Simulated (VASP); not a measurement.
A VASP calculation is set up with these files.

**POSCAR**
```
AgAs
1
    3.2085120000     0.0000000000     0.0000000000
    0.0000000000     3.2085120000     0.0000000000
    0.0000000000     0.0000000000     3.2085120000
Ag As
1 1
Direct
  0.0000000000   0.0000000000   0.0000000000
  0.5000000000   0.5000000000   0.5000000000
```

**KPOINTS**
```
Automatic mesh
0
Gamma
5 5 5
0 0 0
```

### INCAR
```
ENCUT  =  300   ! plane-wave cut-off (eV)
LWAVE  =  .FALSE.
PREC  =  Accurate
LASPH  =  .TRUE.   ! aspherical one-centre terms
GGA  =  PE   ! PBE
ISMEAR  =  0   ! Gaussian
ALGO  =  Normal   ! blocked Davidson
NELM  =  100
LMAXMIX  =  4   ! l cut-off of mixed one-centre charges
SIGMA  =  0.136
SYSTEM  =  AgAs
ISIF  =  2
LCHARG  =  .FALSE.
LREAL  =  .FALSE.   ! projection in real space or not
EDIFF  =  1E-6   ! SCF stop (eV)
```

POTCAR, in this order: Ag As (PBE.64 set). Program: vasp_std.

Q: Write an equivalent input for Quantum ESPRESSO's pw.x.

A: One equivalent input (not run):
```
&CONTROL
  calculation = 'scf'
  pseudo_dir = './pseudo'
  outdir = './out'
  tprnfor = .true.
  tstress = .true.
/
&SYSTEM
  ibrav = 0
  nat = 2
  ntyp = 2
  ecutwfc = 84
  occupations = 'smearing'
  smearing = 'gaussian'
  degauss = 0.009996
  input_dft = 'pbe'
/
&ELECTRONS
  conv_thr = 7.3e-08
  electron_maxstep = 100
/
ATOMIC_SPECIES
  Ag 107.868 Ag.upf
  As 74.922 As.upf
CELL_PARAMETERS angstrom
     3.2085120    0.0000000    0.0000000
     0.0000000    3.2085120    0.0000000
     0.0000000    0.0000000    3.2085120
ATOMIC_POSITIONS crystal
  Ag   0.0000000  0.0000000  0.0000000
  As   0.5000000  0.5000000  0.5000000
K_POINTS automatic
  5 5 5 0 0 0
```
The two are equivalent in intent, not identical: the potentials are each code's own (VASP's PAW set, PseudoDojo norm-conserving files in pw.x), so ENCUT and ecutwfc are chosen apart and not converted; conv_thr bounds pw.x's estimated SCF error, while EDIFF bounds the energy change between steps.

The structure was generated: AgAs was put into an ordered model structure, which need not be its known phase. The cell was not relaxed at this level. The k-mesh is coarse (spacing up to 0.39 per Å, 2π included), so the numbers may not be converged in it.
